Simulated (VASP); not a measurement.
Input for VASP

INCAR:
```
ALGO  =  Normal
EDIFF  =  1E-6
EDIFFG  =  -0.02
ENCUT  =  520
IBRION  =  2
ISIF  =  3
ISMEAR  =  0
LASPH  =  .True.
LCHARG  =  .False.
LMAXMIX  =  6
LMIXTAU  =  .True.
LREAL  =  .False.
LWAVE  =  .False.
METAGGA  =  R2SCAN
NELM  =  100
NSW  =  60
PREC  =  Accurate
SIGMA  =  0.05
SYSTEM  =  HfO2
```

### KPOINTS
```
Automatic mesh
0
Gamma
4 6 3
0 0 0
```

**POSCAR**
```
HfO2
1
    5.4986896039     0.0000000000     0.0000000000
   -0.0000000000     3.2734617673     0.0000000000
    0.0000000000     0.0000000000     6.4302807670
Hf O
4 8
Direct
  0.7535053560   0.2500000000   0.1114692935
  0.2464946440   0.7500000000   0.8885307065
  0.7464946440   0.7500000000   0.6114692935
  0.2535053560   0.2500000000   0.3885307065
  0.9773762374   0.7500000000   0.3395344251
  0.0226237626   0.2500000000   0.6604655749
  0.5226237626   0.2500000000   0.8395344251
  0.4773762374   0.7500000000   0.1604655749
  0.8590608934   0.7500000000   0.9256069552
  0.1409391066   0.2500000000   0.0743930448
  0.6409391066   0.2500000000   0.4256069552
  0.3590608934   0.7500000000   0.5743930448
```

POTCAR, in this order: Hf_pv O (PBE.64 set). Program: vasp_std.

**Question.** Translate this r2SCAN calculation to Ansatz.

**Answer.** One equivalent input (not run):
Ansatz 0.2 input:
```yaml
crystal:
  lattice:
    - [5.4986896, 0.0000000, 0.0000000]
    - [0.0000000, 3.2734618, 0.0000000]
    - [0.0000000, 0.0000000, 6.4302808]
  atoms:
    - { symbol: Hf, position: [0.7535054, 0.2500000, 0.1114693] }
    - { symbol: Hf, position: [0.2464946, 0.7500000, 0.8885307] }
    - { symbol: Hf, position: [0.7464946, 0.7500000, 0.6114693] }
    - { symbol: Hf, position: [0.2535054, 0.2500000, 0.3885307] }
    - { symbol: O, position: [0.9773762, 0.7500000, 0.3395344] }
    - { symbol: O, position: [0.0226238, 0.2500000, 0.6604656] }
    - { symbol: O, position: [0.5226238, 0.2500000, 0.8395344] }
    - { symbol: O, position: [0.4773762, 0.7500000, 0.1604656] }
    - { symbol: O, position: [0.8590609, 0.7500000, 0.9256070] }
    - { symbol: O, position: [0.1409391, 0.2500000, 0.0743930] }
    - { symbol: O, position: [0.6409391, 0.2500000, 0.4256070] }
    - { symbol: O, position: [0.3590609, 0.7500000, 0.5743930] }
kpoints:
  mp_grid: { grid: [4, 6, 3] }
hamiltonian:
  xc: r2scan
  pseudopotentials: { kind: paw }
scf:
  occupations: { method: gaussian, width: 0.05 }
  max_iter: 100
relax:
  max_steps: 60
  f_tol: 0.02
  cell: {}
output: { forces: true, stress: true, eigenvalues: true }
```
What does not carry over: each code has its own PAW files, so the cut-off isn't converted (ENCUT is set for VASP's; basis.ecutwfc is left out, and Ansatz then takes the one that its files recommend); Ansatz stops its SCF on the density residual and VASP on the energy change (EDIFF).

The structure comes from a computed database's HfO2 entry (Pnma); how it stands against other phases isn't given here. This run relaxes it. Symmetry was kept, so distortions that lower it aren't found. The start is the result of an earlier pass.
